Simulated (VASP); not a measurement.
Input of a VASP 6.6.1 run:

File INCAR:

```
ALGO = Fast
EDIFF = 1E-6
ENCUT = 520
ISIF = 2
ISMEAR = 0
LASPH = T
LCHARG = F
LREAL = F
LWAVE = F
NBANDS = 20
NELM = 100
PREC = Accurate
SIGMA = 0.15
```

File KPOINTS:

```
k-points
0
Gamma
  14 14 14
```

POSCAR

```
GaGe
1.0
    0.0000000000      2.8978440000      2.8109086800
    2.8978440000      0.0000000000      2.8109086800
    2.8978440000      2.8978440000      0.0000000000
Ga Ge
1 1
Direct
    0.7500000000      0.7500000000      0.7500000000
    0.0000000000      0.0000000000      0.0000000000
```

Potentials or basis: VASP PAW LDA potentials, release 64 (Ga_d, Ge_d).

Run with:

```sh
$ cat potpaw_LDA.64/Ga_d/POTCAR potpaw_LDA.64/Ge_d/POTCAR > POTCAR
$ mpirun -np 1 vasp_std > vasp.out
```

What does it give for the pressure?

-2.9 GPa.

Estimate the band gap on the k mesh.

none (metal or under the smearing width).
